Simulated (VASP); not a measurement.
Input of a VASP 6.6.1 run:

Contents of INCAR:

```
ALGO = Normal
EDIFF = 1E-7
ENCUT = 520
GGA = PE
ISIF = 2
ISMEAR = 0
ISPIN = 2
LASPH = True
LCHARG = False
LMAXMIX = 4
LORBIT = 11
LREAL = False
LWAVE = False
MAGMOM = 0 1 1 0 0 0
NBANDS = 36
NELM = 150
PREC = Accurate
SIGMA = 0.1
```

File KPOINTS:

```
k-points
0
Gamma
  6 6 4
```

The input POSCAR:

```
AlMo2As3
1.0
    5.4195739188      0.0000000000      0.0000000000
   -2.7097869594      4.6934886914      0.0000000000
    0.0000000000      0.0000000000      4.2347649028
Al Mo As
1 2 3
Direct
    0.0000000000      0.0000000000      0.0000000000
    0.3333333333      0.6666666667      0.0000000000
    0.6666666667      0.3333333333      0.0000000000
    0.5000000000      0.0000000000      0.5000000000
    0.5000000000      0.5000000000      0.5000000000
    0.0000000000      0.5000000000      0.5000000000
```

Potentials or basis: VASP PAW PBE potentials, release 64 (Al, Mo_sv, As).

Launch:

```console
$ cat potpaw_PBE.64/Al/POTCAR potpaw_PBE.64/Mo_sv/POTCAR potpaw_PBE.64/As/POTCAR > POTCAR
$ mpirun -np 1 vasp_std > vasp.out
```

Task: Predict the band gap on the k mesh.

Result: None (metal or under the smearing width).

Task: Predict the net moment.

Result: 0.00 μB per cell.

Task: What does it give for the pressure?

Result: 0.3 GPa.

Stress tensor (GPa, compression positive):
```
0.25 0.00 0.00
0.00 0.25 0.00
0.00 0.00 0.41
```

Caveat: the k mesh is coarse (spacing up to 0.37 Å⁻¹), so the values aren't converged.
